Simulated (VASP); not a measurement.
Data:

```xyz
8
Lattice="4.7264 0.0000 0.0000 0.0000 4.7264 0.0000 0.0000 0.0000 4.7264" Properties=species:S:1:pos:R:3 pbc="T T T"
Mg     0.0000     0.0000     0.0000
O      2.3632     2.3632     2.3632
O      0.0000     0.0000     2.3632
O      0.0000     2.3632     0.0000
O      2.3632     0.0000     0.0000
Ca     2.3632     2.3632     0.0000
Ca     2.3632     0.0000     2.3632
Ca     0.0000     2.3632     2.3632
```

Calculation: PBE GGA, VASP's PBE PAW potentials (set 64) (plane waves; VASP 6.6.1). Settings: 500 eV cut-off, 4×4×4 Γ-centred mesh, Gaussian smearing of 0.050 eV, potentials Mg O Ca_sv.

Task: Estimate the energy per atom (σ→0), band gap (on the k-mesh) with the smallest direct gap where there is one.

Result: 
- band gap (on the k-mesh) = 3.25 eV
- smallest direct gap (on the k-mesh) = 3.25 eV
- energy per atom (σ→0) = -596.9 kJ/mol-atom

Only differences to runs with the same potentials and settings are physical.

The structure was generated: Ca3MgO4 was put into an ordered model structure (Pm-3m), which need not be its known phase. It was relaxed first.
